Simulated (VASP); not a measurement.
Computed with LDA (Ceperley-Alder, Perdew-Zunger), VASP's LDA PAW potentials (set 64) (plane waves; VASP 6.6.1).

A VASP calculation is set up with these files.

KPOINTS:
```
Automatic mesh
0
Gamma
6 6 6
0 0 0
```

### INCAR
```
! general
SYSTEM =KMgF3
PREC   =Accurate
ENCUT  =620   ! plane-wave cut-off (eV)
LREAL  =F   ! projection in real space or not
LASPH  =T   ! aspherical one-centre terms

! electronic loop
EDIFF  =1E-6   ! SCF stop (eV)
NELM   =100   ! most electronic steps
ALGO   =Normal

! smearing
ISMEAR =0   ! Gaussian
SIGMA  =0.05

! ions
IBRION =2
NSW    =40
ISIF   =3   ! ions, shape and volume
EDIFFG =-0.02   ! ionic stop
PSTRESS=50

! output
LWAVE  =F
LCHARG =F
```

POSCAR:
```
KMgF3
1.0
  3.8285001880   0.0000000000   0.0000000000
  0.0000000000   3.8285001880   0.0000000000
  0.0000000000   0.0000000000   3.8285001880
K Mg F
1 1 3
Cart
  0.0000000000   0.0000000000   0.0000000000
  1.9142500940   1.9142500940   1.9142500940
  1.9142500940   0.0000000000   1.9142500940
  0.0000000000   1.9142500940   1.9142500940
  1.9142500940   1.9142500940   0.0000000000
```

POTCAR, in this order: K_sv Mg F (LDA.64 set). Program: vasp_std.

Question: What will the output report for the number of irreducible k-points (NKPTS), largest plane-wave count, number of space-group operations, FFT grid (NGX, NGY, NGZ)?

Answer: 
```yaml
number of irreducible k-points (NKPTS): 20
largest_plane_wave_count: 1984
number_of_space_group_operations: 48
FFT grid (NGX, NGY, NGZ): 32 × 32 × 32
```

The compound is KMgF3 in the cubic perovskite structure. It was relaxed first under an external pressure of 5 GPa.
